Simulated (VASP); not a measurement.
Crystal: HfO2.

```
Hf O
1.0
     3.60433    0.00000    0.00000
     0.00000    3.60433    0.00000
     0.00000    0.00000    5.26356
Hf O
2 4
Direct
  0.50000 0.50000 0.50000
  0.00000 0.00000 0.00000
  0.00000 0.50000 0.69329
  0.50000 0.00000 0.80671
  0.50000 0.00000 0.30671
  0.00000 0.50000 0.19329
```

Measurements of this composition are mostly on another form, of space group No. 14.

```yaml
Program: VASP 6.6.1
Task: relaxation of cell and atoms
Functional: LDA
Potentials_or_basis: VASP PAW LDA potentials, release 64 (Hf_pv, O)
Cutoff: 600 eV
k_mesh: 6 × 6 × 4
Occupations: fermi-dirac, width 0.05 eV
Spin: no spin polarisation
```

At the start: pressure -16.3 GPa; volume 11.40 Å³/atom.

Q: Where does the relaxation end?

A: Over 13 steps the energy falls by 46.7 meV/atom and the volume is 10.49 Å³/atom (-7.9 %); space group P4_2/nmc (No. 137, to 0.05 Å).

The path:
```tsv
step	energy change (eV)	largest force (eV/Å)	pressure (GPa)	volume (Å³)
1	0.0000	0.1507	-16.34	68.38
2	0.4545	1.1371	37.24	57.51
3	-0.2397	0.2580	-0.68	64.09
4	-0.2399	0.2695	-0.22	63.99
5	-0.2399	0.2789	0.15	63.90
6	-0.2541	0.2406	0.22	63.67
7	-0.2680	0.1598	0.72	63.09
8	-0.2772	0.0620	-0.47	63.20
9	-0.2789	0.0053	-1.19	63.27
10	-0.2795	0.0102	0.85	62.78
11	-0.2802	0.0083	-0.02	62.98
12	-0.2802	0.0082	0.01	62.98
13	-0.2802	0.0082	0.06	62.96
```

Final structure:
```yaml
crystal:
  lattice:
    - [3.52318, 0.00000, 0.00000]
    - [0.00000, 3.52318, 0.00000]
    - [0.00000, 0.00000, 5.07235]
  atoms:
    - { symbol: Hf, position: [0.50000, 0.50000, 0.50000] }
    - { symbol: Hf, position: [0.00000, 0.00000, 0.00000] }
    - { symbol: O, position: [0.00000, 0.50000, 0.70574] }
    - { symbol: O, position: [0.50000, 0.00000, 0.79426] }
    - { symbol: O, position: [0.50000, 0.00000, 0.29426] }
    - { symbol: O, position: [0.00000, 0.50000, 0.20574] }
```
